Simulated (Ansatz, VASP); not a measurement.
## B4TePd3: VASP beside Ansatz

```xyz
8
Lattice="4.6443 0.0000 0.0000 0.0000 4.6443 0.0000 0.0000 0.0000 4.6443" Properties=species:S:1:pos:R:3 pbc="T T T"
B     2.3222    2.3222    2.3222
B     2.3222    0.0000    0.0000
B     0.0000    2.3222    0.0000
B     0.0000    0.0000    2.3222
Te    0.0000    0.0000    0.0000
Pd    0.0000    2.3222    2.3222
Pd    2.3222    0.0000    2.3222
Pd    2.3222    2.3222    0.0000
```

Alike in both runs: functional PBE; k mesh 8 × 8 × 8; occupations gaussian, width 0.1 eV; no spin polarisation.

Ansatz relaxed the structure, and its values are those at the end. VASP's run is a single point on that final structure, the one shown.

```csv
,VASP,Ansatz
version,VASP 6.6.1,Ansatz 0.2.0
potentials or method,"VASP PAW PBE potentials, release 64 (B, Te, Pd)","scalar-relativistic, plane waves, PAW"
plane-wave cutoff (eV),520,420
valence electrons in the cell,48,82
```

```tsv
	VASP	Ansatz	Ansatz less VASP
gap on the k mesh at the Fermi level (eV)	none	none	-
pressure (GPa)	0.1	0.0	-0.06
```

A gap of «none» marks a metal or a gap that the smearing closes. With one functional, cell and mesh, what is left measures potentials, basis and numerics. The two sets of potentials don't hold the same shells in valence.

Spin-orbit coupling is left out, which matters for the levels of Te.
